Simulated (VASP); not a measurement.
Here is the system:

```xyz
1
Lattice="0.0000 1.9361 1.9361 1.9361 0.0000 1.9361 1.9361 1.9361 0.0000" Properties=species:S:1:pos:R:3 pbc="T T T"
Ir     0.0000     0.0000     0.0000
```

Level of theory: PBE GGA, VASP's PBE PAW potentials (set 64) (plane waves; VASP). Numerical set-up: 480 eV cut-off, 16×16×16 Γ-centred mesh, first-order Methfessel-Paxton smearing of 0.10 eV, potentials Ir.

Energy and stress use the plane-wave basis of the starting cell.

Question: The ions, cell shape and volume at an external pressure of 30.0 GPa are relaxed. What does this cell relax into?

Answer: 
```xyz
1
Lattice="0.0000 1.8909 1.8909 1.8909 0.0000 1.8909 1.8909 1.8909 0.0000" Properties=species:S:1:pos:R:3 pbc="T T T"
Ir     0.0000     0.0000     0.0000
```
Space group Fm-3m (225), at a tolerance of 0.03 Å.

Question: How do energy and volume change from the first to the last step?

Answer: The energy (σ→0) changes by +87.2 meV/atom and the volume by -6.8 %, in 5 ionic steps.

```tsv
step	E(σ→0) (eV)	max force (eV/Å)	pressure (GPa)	volume (Å³)
1	-8.8406	0.000	0.25	14.52
2	-4.5862	0.000	410.80	9.56
3	-8.7796	0.000	24.52	13.68
4	-8.7645	0.000	27.79	13.58
5	-8.7534	0.000	30.00	13.52
```

The compound is Ir in the fcc structure. This run relaxes it under an external pressure of 30 GPa. Symmetry was kept, so distortions that lower it aren't found.
